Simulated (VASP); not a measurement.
Highest phonon frequency on the path of Ir (fcc) against the volume, from finite displacements in a 4×4×4 supercell. Method: PBE GGA, VASP's PBE PAW potentials (set 64) (plane waves; VASP 6.6.1).  Fit ln ω as a straight line in ln V.

```csv
V (Å³/atom),ln(ω/cm⁻¹)
14.225,5.3320
14.515,5.2776
14.805,5.2244
```

### Question
Fit the rows as the text says and predict the value at 15.386.

### Answer
The slope is -2.69, a Grüneisen parameter of 2.69 for this mode. The line misses the rows by up to 0.0000 and gives 5.1207 at 15.386. The run gave 5.1151, -0.0056 from the line.

Runs of the series that failed, ran out of time, didn't relax or are held back are left out.

The compound is Ir in the fcc structure.
